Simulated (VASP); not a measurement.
```xyz
3
Lattice="1.9066 1.1008 5.2254 -1.9066 1.1008 5.2254 0.0000 -2.2016 5.2254" Properties=species:S:1:pos:R:3 pbc="T T T"
Ca     0.0000     0.0000    15.6763
Si     0.0000     0.0000    12.5813
Si     0.0000     0.0000     3.0951
```

These are PBEsol GGA, VASP's PBE PAW potentials (set 64) (plane waves; VASP 6.6.1) values and carry that method's errors. Numerical set-up: 400 eV cut-off, Gaussian smearing of 0.050 eV, potentials Ca_sv Si.

### Question
Give the energies of bands 6 to 12 at the high-symmetry points, in eV from the Fermi level.

### Answer

```csv
band,Γ,T,H2,L,S0,F
6,-4.32,-5.99,-7.52,-7.27,-7.76,-7.38
7,-2.47,-0.67,-4.56,-2.50,-4.63,-3.46
8,-1.02,-0.67,-2.69,-2.46,-2.46,-2.28
9,-1.02,0.37,-1.77,-1.85,-1.90,-1.89
10,2.02,1.46,0.41,-0.12,0.33,-0.08
11,2.92,1.66,2.51,0.71,2.32,2.18
12,2.92,1.66,3.23,3.55,3.78,3.13
```

It has no gap at this level: it comes out as a metal or semimetal.

The structure comes from a computed database's CaSi2 entry (R-3m); how it stands against other phases isn't given here. It was relaxed first.
